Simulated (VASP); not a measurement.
Consider the following.

```xyz
5
Lattice="4.3876 0.0000 0.0000 -2.1938 3.7998 0.0000 0.0000 0.0000 7.2141" Properties=species:S:1:pos:R:3 pbc="T T T"
Sr     0.0000     0.0000     0.0000
Cd     0.0000     2.5332     4.5594
Cd     2.1938     1.2666     2.6547
As     2.1938     1.2666     5.4340
As     0.0000     2.5332     1.7801
```

Computed with LDA (Ceperley-Alder, Perdew-Zunger), VASP's LDA PAW potentials (set 64) (plane waves; VASP). Numerical set-up: 400 eV cut-off, Gaussian smearing of 0.050 eV, potentials Sr_sv Cd As.

### Question
Give the energies of bands 17 to 25 at the high-symmetry points, in eV from the valence-band maximum.

### Answer

```tsv
band	Γ	M	K	A	L	H
17	-5.12	-5.22	-4.68	-4.18	-4.98	-4.81
18	-1.41	-4.25	-4.68	-2.05	-4.94	-4.81
19	-1.41	-2.78	-3.96	-0.98	-2.55	-3.42
20	-0.24	-2.25	-2.29	-0.98	-2.46	-2.64
21	0.00	-2.18	-2.29	-0.70	-1.04	-1.76
22	0.00	-1.45	-1.80	-0.70	-0.99	-1.76
23	0.24	0.93	2.67	0.42	1.21	2.05
24	0.64	2.50	2.83	1.52	1.70	2.05
25	2.27	2.87	2.83	2.77	1.84	3.79
```

The gap is direct, 0.24 eV, from the valence maximum at Γ to the conduction minimum at Γ.

The structure comes from a computed database's Cd2SrAs2 entry (P-3m1); how it stands against other phases isn't given here. It was relaxed first, which changed the volume by -7 %.
